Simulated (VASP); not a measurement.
Input of a VASP 6.6.1 run:

INCAR

```
SYSTEM = Sr3CdO4
PREC = Accurate
ENCUT = 520
EDIFF = 1E-6
ISMEAR = 0
SIGMA = 0.01
LREAL = .FALSE.
LASPH = .TRUE.
NELM = 100
ALGO = Normal
ISIF = 2
LWAVE = .FALSE.
LCHARG = .FALSE.
GGA = CA
NBANDS = 43
```

File KPOINTS:

```
Automatic mesh
0
G
  4 4 4
  0 0 0
```

File POSCAR:

```
Sr3CdO4
1.0
    5.0623790000      0.0000000000      0.0000000000
    0.0000000000      5.0623790000      0.0000000000
    0.0000000000      0.0000000000      5.0623790000
Sr Cd O
3 1 4
Direct
    0.5000000000      0.0000000000      0.5000000000
    0.5000000000      0.5000000000      0.0000000000
    0.0000000000      0.5000000000      0.5000000000
    0.0000000000      0.0000000000      0.0000000000
    0.5000000000      0.5000000000      0.5000000000
    0.5000000000      0.0000000000      0.0000000000
    0.0000000000      0.5000000000      0.0000000000
    0.0000000000      0.0000000000      0.5000000000
```

Potentials or basis: VASP PAW LDA potentials, release 64 (Sr_sv, Cd, O).

Launch:

```console
$ cat potpaw_LDA.64/Sr_sv/POTCAR potpaw_LDA.64/Cd/POTCAR potpaw_LDA.64/O/POTCAR > POTCAR
$ mpirun -np 1 vasp_std > vasp.out
```

(1) Predict the pressure.

(2) What does it give for the band gap on the k mesh?

Answers

(1) -5.1 GPa.

(2) 0.48 eV, direct.
